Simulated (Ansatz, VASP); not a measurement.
## Cross-check of BAs between VASP and Ansatz

Aim: how closely do two programs agree when they are given the same cell, functional and k mesh? The cell is taken from a series of runs on this material, whose earlier steps may have relaxed, scaled, displaced or heated it; both programs get it as it stands.

Method: plane waves, with VASP 6.6.1 beside it; single point at LDA, in Ansatz 0.2.0.

### Step 1. The structure

Symmetry: F-43m, No. 216, cubic system. The conventional cell has a = 4.756 Å, b = 4.756 Å, c = 4.756 Å, α = 90.00°, β = 90.00°, γ = 90.00°. B has 4 As at 2.06 Å nearest. Nearest to As lie 4 B at 2.06 Å. Farther neighbours are not listed.

As a file:

```cif
data_structure
_symmetry_space_group_name_H-M 'P 1'
_symmetry_Int_Tables_number 1
_cell_length_a 3.3627
_cell_length_b 3.3627
_cell_length_c 3.3627
_cell_angle_alpha 60.000
_cell_angle_beta 60.000
_cell_angle_gamma 60.000
_cell_volume 26.89
loop_
_atom_site_label
_atom_site_type_symbol
_atom_site_fract_x
_atom_site_fract_y
_atom_site_fract_z
_atom_site_occupancy
B1 B 0.00000 0.00000 0.00000 1
As2 As 0.25000 0.25000 0.25000 1
```

### Step 2. VASP: single point, LDA, pair 1

A single point gives forces, pressure and levels at one fixed geometry, so differences don't come from the geometry; what else differs is listed under the comparison.

Lines of VASP's logs that name or quote its potential files are left out, and so is its time.

INCAR reads:

```
SYSTEM = BAs
PREC = Accurate
ENCUT = 500
EDIFF = 1E-06
NELM = 120
ISMEAR = 0
SIGMA = 0.01
LREAL = .FALSE.
ALGO = Normal
GGA = PW92
NBANDS = 10
LORBIT = 11
LWAVE = .FALSE.
LCHARG = .FALSE.
ISIF = 2
LASPH = .TRUE.
GGA_COMPAT = .FALSE.
EFERMI = MIDGAP
```

POSCAR reads:

```
BAs
1.0
    0.0000000000      2.3778133264      2.3778133264
    2.3778133264      0.0000000000      2.3778133264
    2.3778133264      2.3778133264      0.0000000000
B As
1 1
Direct
    0.0000000000      0.0000000000      0.0000000000
    0.2500000000      0.2500000000      0.2500000000
```

KPOINTS reads:

```
Automatic mesh
0
Gamma
12 12 12
0 0 0
```

Potentials, in the order of the species: B and As (LDA family, release 64).

On the command line:

```
$ mpirun -np 1 vasp_std
```

Numbers of over 12 decimals in the logs are rounded to 6 here.

What it wrote:

```text
[banner, memory and clock lines left out]
running    1 mpi-ranks, on    1 nodes
 distrk:  each k-point on    1 cores,    1 groups
 distr:  one band on    1 cores,    1 groups

 POSCAR found type information on POSCAR B As
 POSCAR found :  2 types and       2 ions
|                                                                             |
|               ----> ADVICE to this user running VASP <----                  |
|                                                                             |
|     You enforced a specific xc type in the INCAR file but a different       |
|     [... a line on the potential file left out ...]
|     I HOPE YOU KNOW WHAT YOU ARE DOING!                                     |
|                                                                             |

 LDA part: xc-table for (Slater(with rela. corr.)+PW92), standard interpolation
 POSCAR, INCAR and KPOINTS ok, starting setup
 FFT: planning ... GRIDC
 FFT: planning ... GRID_SOFT
 FFT: planning ... GRID
 WAVECAR not read
 entering main loop
       N       E                     dE             d eps       ncg     rms          rms(c)
DAV:   1     0.120385559173E+02    0.12039E+02   -0.37404E+03  1440   0.682E+02
DAV:   2    -0.129997446977E+02   -0.25038E+02   -0.23783E+02  2030   0.107E+02
DAV:   3    -0.136769737378E+02   -0.67723E+00   -0.67626E+00  1710   0.177E+01
DAV:   4    -0.136787755617E+02   -0.18018E-02   -0.18017E-02  1788   0.104E+00
DAV:   5    -0.136787782240E+02   -0.26623E-05   -0.26623E-05  1686   0.392E-02    0.511E+00
DAV:   6    -0.130237664138E+02    0.65501E+00   -0.17935E+00  1534   0.584E+00    0.241E+00
DAV:   7    -0.129404019937E+02    0.83364E-01   -0.20522E-01  1756   0.242E+00    0.894E-01
DAV:   8    -0.129270434017E+02    0.13359E-01   -0.24829E-02  1566   0.876E-01    0.102E-01
DAV:   9    -0.129270689086E+02   -0.25507E-04   -0.72259E-04  1664   0.180E-01    0.583E-02
DAV:  10    -0.129270754811E+02   -0.65725E-05   -0.85353E-05  1546   0.555E-02    0.139E-02
DAV:  11    -0.129270768865E+02   -0.14054E-05   -0.15507E-06  1672   0.931E-03    0.127E-02
DAV:  12    -0.129270767251E+02    0.16137E-06   -0.78279E-07   916   0.397E-03
   1 F= -.12927077E+02 E0= -.12927077E+02  d E =0.000000E+00
```

Parts of OUTCAR (step 2):

```text
ion  position               nearest neighbor table
   1  0.000  0.000  0.000-   2 2.06   2 2.06   2 2.06   2 2.06
   2  0.250  0.250  0.250-   1 2.06   1 2.06   1 2.06   1 2.06

  LATTYP: Found a face centered cubic cell.
 ALAT       =     4.7556266528

 Subroutine GETGRP returns: Found 24 space group operations
 (whereof 24 operations were pure point group operations)

The static configuration has the point symmetry T_d .

 Found     72 irreducible k-points:

   k-points           NKPTS =     72   k-points in BZ     NKDIM =     72   number of bands    NBANDS=     10

   dimension x,y,z NGX =    28 NGY =   28 NGZ =   28
   dimension x,y,z NGXF=    56 NGYF=   56 NGZF=   56

   ENCUT  =  500.0 eV  36.75 Ry    6.06 a.u.   6.13  6.13  6.13*2*pi/ulx,y,z

   NELECT =       8.0000    total number of electrons

 k-points in reciprocal lattice and weights: Automatic mesh
   0.00000000  0.00000000  0.00000000       0.001
   0.08333333  0.00000000  0.00000000       0.005
   0.16666667  0.00000000  0.00000000       0.005
   0.25000000  0.00000000  0.00000000       0.005
   0.33333333  0.00000000  0.00000000       0.005
   0.41666667  0.00000000  0.00000000       0.005
   0.50000000  0.00000000  0.00000000       0.002
   0.08333333  0.08333333  0.00000000       0.003
   0.16666667  0.08333333  0.00000000       0.014
[...]
-0.33333333  0.50000000  0.16666667       0.007
  -0.25000000  0.50000000  0.25000000       0.003

 average (electrostatic) potential at core
       1 -31.7810       2 -51.8640

 E-fermi :   6.8709

 k-point     1 :       0.0000    0.0000    0.0000
  band No.  band energies     occupation
      1      -9.1869      2.00000
      2       6.3109      2.00000
      3       6.3109      2.00000
      4       6.3109      2.00000
      5       9.5797      0.00000
      6       9.5797      0.00000
      7       9.5797      0.00000
      8      11.1753      0.00000
      9      15.7393      0.00000
    ...

 k-point     2 :       0.0833    0.0000    0.0000
  band No.  band energies     occupation
      1      -9.0717      2.00000
      2       5.2733      2.00000
      3       6.0890      2.00000
      4       6.0890      2.00000
      5       9.7421      0.00000
      6       9.8707      0.00000
      7       9.8707      0.00000
      8      11.7713      0.00000
      9      16.2060      0.00000
    ...

 k-point     3 :       0.1667    0.0000    0.0000
  band No.  band energies     occupation
      1      -8.7298      2.00000
      2       3.3445      2.00000
      3       5.6207      2.00000
      4       5.6207      2.00000
      5       9.6483      0.00000
      6      10.4737      0.00000
      7      10.4737      0.00000
      8      13.0412      0.00000
      9      17.1808      0.00000
    ...

  Total       -0.2275418     -0.2275418     -0.2275418      0.0000000      0.0000000      0.0000000
  in kB      -13.5584003    -13.5584003    -13.5584003      0.0000000      0.0000000      0.0000000
  external PRESSURE =     -13.5584003 kB  Pullay stress =       0.0000000 kB

  energy-cutoff  :      500.00
  volume of cell :       26.89
      direct lattice vectors                 reciprocal lattice vectors
     0.000000000  2.377813326  2.377813326    -0.210277230  0.210277230  0.210277230
     2.377813326  0.000000000  2.377813326     0.210277230 -0.210277230  0.210277230
     2.377813326  2.377813326  0.000000000     0.210277230  0.210277230 -0.210277230

 POSITION                                       TOTAL-FORCE (eV/Angst)
 -----------------------------------------------------------------------------------
      0.00000      0.00000      0.00000         0.000000      0.000000      0.000000
      1.18891      1.18891      1.18891        -0.000000     -0.000000     -0.000000
 -----------------------------------------------------------------------------------
    total drift:                               -0.000000     -0.000000     -0.000000

  FREE ENERGIE OF THE ION-ELECTRON SYSTEM (eV)
  ---------------------------------------------------
  free  energy   TOTEN  =       -12.9270767251 eV

  energy  without entropy=      -12.9270767251  energy(sigma->0) =      -12.92707673

 total charge
# of ion       s       p       d       tot
------------------------------------------
    1        0.653   1.195   0.000   1.848
    2        1.179   1.686   0.089   2.953
--------------------------------------------------
tot          1.831   2.881   0.089   4.801

[... 3 further parts left out ...]
```

The run ends at a pressure of -1.36 GPa.

### Step 3. Ansatz: single point, LDA, pair 1

Ansatz runs on its default PAW (the set named soft_2) files.

The same cell, functional (in two slightly different forms) and mesh now go to Ansatz, which takes its cutoff from its data sets.

input.yaml reads:

```yaml
crystal:
  lattice:
    - [0.0, 2.3778133264, 2.3778133264]
    - [2.3778133264, 0.0, 2.3778133264]
    - [2.3778133264, 2.3778133264, 0.0]
  atoms:
    - { symbol: B, position: [0.0, 0.0, 0.0] }
    - { symbol: As, position: [0.25, 0.25, 0.25] }
kpoints:
  mp_grid: { grid: [12, 12, 12] }
hamiltonian:
  xc: lda
scf:
  occupations: { method: fixed }
output:
  forces: true
  stress: true
  eigenvalues: true
```

On the command line:

```
$ ansatz run input.yaml --threads 4 --pin off --max-ram 16384MiB --backend cpu --events-out ev --progress --plain --runs-dir out
```

What it wrote:

```text
Engine: ansatz 0.2.0, aarch64-unknown-linux-gnu
Pseudopotentials: kind: paw
Pseudopotential: B, paw, valence charge 3, recommended cutoff 420 eV (normal), B.paw.azcp
Pseudopotential: As, paw, valence charge 15, recommended cutoff 420 eV (normal), As.paw.azcp
Functional definition: SPW92
  exchange = slater_x
  correlation = pw_c
Crystal: 2 atoms, lattice volume = 26.888 Å³
Basis set: ecut = 420 eV, 531 PW (Γ)
Bands: 13, of which v1, the nominal top of the filled ones, is band 9 counted from 1 (8 counted from 0)
Symmetry: 24 space group operations
Space group: F-43m (ITA 216), of the structure as read, at distance tolerance 3.0e-5 Å
k-points: 72 of 1728 (time reversal used)
Non-local potential: B, projectors of the file, l = 0: 2, l = 1: 2, l = 2: 1
Non-local potential: As, projectors of the file, l = 0: 2, l = 1: 2, l = 2: 3, l = 3: 1
PAW form: soft (Blöchl's): semilocal exchange-correlation on the pseudo side does not see the compensation charge
PAW frozen core: B, regenerated for the run's functional, and the local potential with it (the file was generated under x = pbe(κ = 0.804, μ = 0.219515), c = pbe(β = 0.066725))
PAW frozen core: As, regenerated for the run's functional, and the local potential with it (the file was generated under x = pbe(κ = 0.804, μ = 0.219515), c = pbe(β = 0.066725))
PAW one-centre angular grid: B, 110 points (default); XC on 64 Gauss nodes
PAW one-centre angular grid: As, 590 points (default); XC on 64 Gauss nodes
Initial density: superposition of atomic densities (neutral atoms: chi_scale 0, normalization atom), corrected by the library's trained network
Initial wavefunctions: pseudopotential atomic-orbital guess
Functional: x = slater, c = lda
SCF iter   1: F=—  HF=-4923.531209 eV  |F-HF|=—  |Δ(HF+E_count)|=         —  Δρ=7.20e-3  dr2=1.40e-2  ethr=1.77e-3  ⟨swp⟩=4.4  Hψ=4689  notcnv=0  defer=101
preconditioner: auto → none  [insulator: Δε(μ)=1.118 eV  Ē_g=12.457 eV  n_scr=8 (ndim 8)  ℏωp=20.3 eV  f_vac=0.000  ε∞_Penn≈3.6]
SCF iter   2: F=—  HF=-4923.526756 eV  |F-HF|=—  |Δ(HF+E_count)|=   4.45e-3  Δρ=2.18e-3  dr2=7.31e-4  ethr=7.76e-5  ⟨swp⟩=2.0  Hψ=1705  notcnv=0  defer=135
SCF iter   3: F=—  HF=-4923.526425 eV  |F-HF|=—  |Δ(HF+E_count)|=   3.31e-4  Δρ=1.06e-3  dr2=1.27e-4  ethr=4.06e-6  ⟨swp⟩=2.0  Hψ=1737  notcnv=0  defer=135
SCF iter   4: F=—  HF=-4923.526400 eV  |F-HF|=—  |Δ(HF+E_count)|=   2.44e-5  Δρ=3.80e-4  dr2=1.48e-5  ethr=7.06e-7  ⟨swp⟩=1.0  Hψ=936  notcnv=0  defer=36
SCF iter   5: F=—  HF=-4923.526397 eV  |F-HF|=—  |Δ(HF+E_count)|=   3.49e-6  Δρ=6.25e-5  dr2=4.17e-7  ethr=8.23e-8  ⟨swp⟩=2.1  Hψ=1514  notcnv=0
SCF iter   6: F=-4923.526397 eV  HF=-4923.526397 eV  |F-HF|=4.24e-10  |Δ(HF+E_count)|=   1.36e-8  Δρ=5.66e-6  dr2=2.98e-9  ethr=5.56e-10  ⟨swp⟩=5.6  Hψ=4051  notcnv=0
SCF 1 converged in 6 iterations: F = -4923.526397 eV  dr2 = 2.98e-9
  greatest PAW one-centre occupation: 0.999 electrons in one spin orbital (limit 2), on the As atom at site 1 (counted from 0), in its partial waves of l = 2
SCF converged after 6 iterations
Free energy (F): -4923.526397 eV
Harris-Foulkes:  -4923.526397 eV  (|F-HF|=4.24e-10)
Internal energy: -4923.526397 eV  (E = F + TS)
E sigma→0 (E₀):  -4923.526397 eV
Fermi energy:    11.055497 eV
--- Per-component energies (eV) ---
  E_band       = -213.001751
  E_kinetic    = 153.199773
  E_local      = -1691.217973  (includes V_loc(G=0)·N_el)
  E_nonlocal   = -651.953238
  E_hartree    = 936.984176
  E_xc         = -111.290559
  E_vxc        = -118.189501  (∫ρ·V_xc dr)
  E_paw        = -1827.838454  (= ΣΔE_a)
  E_vpaw       = 221.190644  (= ΣTr[D̂ρ^β])
  E_aug_tail   = 0.000009  (compensation charges beyond the density's cutoff)
  E_ewald      = -1733.531197
  E_core_change = 2.121064  (= ΣΔE_core)
  E_smearing   = -0.000000  (= −TS)
  E_closure    = 0.000000  (closes the sum)
  Σ components = -4923.526397   (vs F -4923.526397, Δ=0.00e0)
--- Forces (eV/Å), atoms counted from 1 ---
  atom   1  B      0.00000000    -0.00000000    -0.00000000
  atom   2  As    -0.00000000    -0.00000000     0.00000000
  max |Σ_I F_I| component: 5.91e-16 eV/Å
--- Stress (GPa, compression-positive) ---
       -2.115850       0.000000      -0.000000
       -0.000000      -2.115850       0.000000
       -0.000000       0.000000      -2.115850
  P = ⅓ Tr σ = -2.1159 GPa (-21.159 kbar)
--- Band table (eV; the first three rows and the last of 72) ---
  k-point 0: bands = [... 5 lower, -4.4582, 11.0555, 11.0555, 11.0555, 14.3260, 14.3260, 14.3260, 15.8743]
  k-point 1: bands = [... 5 lower, -4.3431, 10.0159, 10.8339, 10.8339, 14.4814, 14.6171, 14.6171, 16.4834]
  k-point 2: bands = [... 5 lower, -4.0014, 8.0871, 10.3661, 10.3661, 14.3796, 15.2210, 15.2210, 17.7718]
  k-point 71: bands = [... 5 lower, -0.1075, 3.0712, 5.4771, 5.7772, 16.2599, 16.9842, 17.7937, 18.1899]
```

The run ends at a pressure of -2.12 GPa.

### Step 4. Differences

Known differences besides the potentials themselves: fixed occupations in Ansatz, narrow Gaussian smearing in VASP; the data sets hold 18 valence electrons in Ansatz (on its default PAW (the set named soft_2) files) and 8 in VASP; the cutoff is 420 eV in Ansatz and 500 eV in VASP; VASP's log shows a relativistic correction to its local exchange, Ansatz's none. Total energies have different zeros and are not compared.

Compared:

| quantity | Ansatz | VASP | difference |
| --- | --- | --- | --- |
| pressure (GPa) | -2.12 | -1.36 | -0.76 |
| gap on the k mesh (eV) | 1.124 | 1.120 | +0.004 |

A gap on the mesh is an upper bound, since the band edges may lie between its points.

### Step 5. Ansatz: single point, LDA, pair 2

With cell and atoms fixed, the geometry can't cause a difference; cores, projectors, grids and the points listed under the comparison can. The cell compared in this pair holds 26.09 Å³, against 26.89 Å³ for the pair before.

The cell is taken from a series of runs on this material, whose earlier steps may have relaxed, scaled, displaced or heated it; both programs get it as it stands.

input.yaml, the sections that differ from step 3:

```yaml
crystal:
  lattice:
    - [0.0, 2.3541519227, 2.3541519227]
    - [2.3541519227, 0.0, 2.3541519227]
    - [2.3541519227, 2.3541519227, 0.0]
  atoms:
    - { symbol: B, position: [0.0, 0.0, 0.0] }
    - { symbol: As, position: [0.25, 0.25, 0.25] }
# kpoints, hamiltonian, scf, output: as in step 3
```

What it wrote:

```text
[...]
Crystal: 2 atoms, lattice volume = 26.094 Å³
Basis set: ecut = 420 eV, 531 PW (Γ)
Bands: 13, of which v1, the nominal top of the filled ones, is band 9 counted from 1 (8 counted from 0)
Symmetry: 24 space group operations
[...]
k-points: 72 of 1728 (time reversal used)
[...]
--- Band table (eV; the first three rows and the last of 72) ---
  k-point 0: bands = [... 5 lower, -4.2474, 11.5445, 11.5445, 11.5445, 14.8545, 14.8545, 14.8545, 16.7519]
  k-point 1: bands = [... 5 lower, -4.1291, 10.4914, 11.3150, 11.3150, 15.0535, 15.1553, 15.1553, 17.3146]
  k-point 2: bands = [... 5 lower, -3.7777, 8.5251, 10.8327, 10.8327, 15.0058, 15.7755, 15.7755, 18.5350]
  k-point 71: bands = [... 5 lower, 0.2767, 3.4229, 5.7798, 6.0869, 16.7585, 17.6427, 18.3520, 18.8698]
[key lines of the parts left out:]
SCF converged after 6 iterations
Free energy (F): -4923.526220 eV
Fermi energy:    11.544482 eV
P = ⅓ Tr σ = 2.3014 GPa (23.014 kbar)
```

The run ends at a pressure of 2.30 GPa.

### Step 6. VASP: single point, LDA, pair 2

The same cell, functional (in two slightly different forms) and mesh now go to VASP, with its own data sets.

INCAR is that of step 2.

POSCAR reads:

```
BAs
1.0
    0.0000000000      2.3541519227      2.3541519227
    2.3541519227      0.0000000000      2.3541519227
    2.3541519227      2.3541519227      0.0000000000
B As
1 1
Direct
    0.0000000000      0.0000000000      0.0000000000
    0.2500000000      0.2500000000      0.2500000000
```

KPOINTS is that of step 2.

On the command line:

```
$ mpirun -np 1 vasp_std
```

What it wrote:

```text
[banner, memory and clock lines left out]
running    1 mpi-ranks, on    1 nodes
[...]
[... a notice as in an earlier step ...]

 LDA part: xc-table for (Slater(with rela. corr.)+PW92), standard interpolation
 POSCAR, INCAR and KPOINTS ok, starting setup
[...]
entering main loop
       N       E                     dE             d eps       ncg     rms          rms(c)
DAV:   1     0.105304082902E+02    0.10530E+02   -0.37269E+03  1440   0.681E+02
DAV:   2    -0.131153390018E+02   -0.23646E+02   -0.22572E+02  2054   0.108E+02
DAV:   3    -0.137396526297E+02   -0.62431E+00   -0.62324E+00  1664   0.172E+01
DAV:   4    -0.137413608771E+02   -0.17082E-02   -0.17082E-02  1792   0.101E+00
[...]
DAV:  10    -0.129226320343E+02   -0.58485E-05   -0.85051E-05  1544   0.553E-02    0.145E-02
DAV:  11    -0.129226334161E+02   -0.13818E-05   -0.16516E-06  1668   0.942E-03    0.135E-02
DAV:  12    -0.129226332565E+02    0.15961E-06   -0.72612E-07   900   0.388E-03
   1 F= -.12922633E+02 E0= -.12922633E+02  d E =0.000000E+00
```

OUTCAR, selected parts (step 6):

```text
  Total        0.5181537      0.5181537      0.5181537      0.0000000      0.0000000     -0.0000000
  in kB       31.8152804     31.8152804     31.8152804      0.0000000      0.0000000     -0.0000000
  external PRESSURE =      31.8152804 kB  Pullay stress =       0.0000000 kB

 POSITION                                       TOTAL-FORCE (eV/Angst)
 -----------------------------------------------------------------------------------
      0.00000      0.00000      0.00000         0.000000      0.000000      0.000000
      1.17708      1.17708      1.17708        -0.000000     -0.000000     -0.000000
 -----------------------------------------------------------------------------------
    total drift:                                0.000000      0.000000      0.000000

  FREE ENERGIE OF THE ION-ELECTRON SYSTEM (eV)
  ---------------------------------------------------
  free  energy   TOTEN  =       -12.9226332565 eV

  energy  without entropy=      -12.9226332565  energy(sigma->0) =      -12.92263326

[... 1 part as in an earlier step ...]

[... 2 further parts left out ...]
[key lines of the parts left out:]
E-fermi :   7.2034
```

The run ends at a pressure of 3.18 GPa.

(Continued in part 2 of 2.)

[Lines on the potential files, build, host, timing and source positions are cut from VASP's logs without a mark.]

[Logs are printed without paths, hosts, clocks, repeated set-up lines and the standing remarks that a program may print on its own settings, such as how far it seeks lower states.]

[Hosts, paths, dates, database ids (printed as entryN), source tags and the programs' standing remarks are cut or masked in the printed files.]
